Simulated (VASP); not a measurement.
Data:

```
CELL_PARAMETERS angstrom
     -1.90670     1.90670     3.81559
      1.90670    -1.90670     3.81559
      1.90670     1.90670    -3.81559
ATOMIC_POSITIONS crystal
  Ru 0.00000 0.00000 0.00000
  Ir 0.75000 0.25000 0.50000
  Ir 0.25000 0.75000 0.50000
  Ir 0.50000 0.50000 0.00000
```

Calculation: PBEsol GGA, VASP's PBE PAW potentials (set 64) (plane waves; VASP). Run with 400 eV cut-off, Gaussian smearing of 0.050 eV, potentials Ru_pv Ir.

Q: Give the energies of bands 10 to 23 at the high-symmetry points, in eV from the Fermi level.

A: 
```json
[
 {"band": "10", "Γ": "-4.74", "X": "-4.43", "P": "-4.06", "N": "-5.04", "M": "-5.90", "S": "-5.10", "R": "-4.80"},
 {"band": "11", "Γ": "-4.54", "X": "-4.19", "P": "-3.74", "N": "-4.84", "M": "-5.31", "S": "-4.81", "R": "-4.39"},
 {"band": "12", "Γ": "-4.54", "X": "-3.89", "P": "-3.38", "N": "-4.69", "M": "-2.89", "S": "-4.10", "R": "-3.93"},
 {"band": "13", "Γ": "-3.59", "X": "-3.71", "P": "-3.29", "N": "-4.44", "M": "-2.48", "S": "-3.91", "R": "-3.59"},
 {"band": "14", "Γ": "-3.49", "X": "-3.66", "P": "-3.29", "N": "-3.91", "M": "-1.74", "S": "-3.26", "R": "-3.47"},
 {"band": "15", "Γ": "-3.49", "X": "-3.44", "P": "-2.86", "N": "-3.49", "M": "-1.74", "S": "-2.16", "R": "-3.44"},
 {"band": "16", "Γ": "-1.66", "X": "-2.34", "P": "-2.60", "N": "-1.74", "M": "-1.43", "S": "-2.12", "R": "-2.10"},
 {"band": "17", "Γ": "-1.36", "X": "-1.90", "P": "-2.58", "N": "-1.65", "M": "-1.43", "S": "-1.80", "R": "-1.67"},
 {"band": "18", "Γ": "-0.89", "X": "-1.24", "P": "-2.51", "N": "-1.54", "M": "-0.08", "S": "-1.51", "R": "-1.43"},
 {"band": "19", "Γ": "-0.79", "X": "-0.92", "P": "-2.51", "N": "-1.46", "M": "0.18", "S": "-1.38", "R": "-1.23"},
 {"band": "20", "Γ": "1.16", "X": "-0.48", "P": "0.19", "N": "-1.38", "M": "1.13", "S": "-0.88", "R": "-0.64"},
 {"band": "21", "Γ": "1.68", "X": "-0.24", "P": "0.33", "N": "-1.06", "M": "1.19", "S": "-0.57", "R": "-0.44"},
 {"band": "22", "Γ": "1.75", "X": "1.12", "P": "0.33", "N": "0.41", "M": "1.67", "S": "-0.54", "R": "1.06"},
 {"band": "23", "Γ": "1.75", "X": "1.18", "P": "0.35", "N": "0.60", "M": "1.74", "S": "0.46", "R": "1.07"}
]
```

It has no gap at this level: it comes out as a metal or semimetal.

The structure comes from a computed database's Ir3Ru entry (I4/mmm); how it stands against other phases isn't given here. It was relaxed first. The electron count is odd and the run is not spin-polarised, which forces a metal.
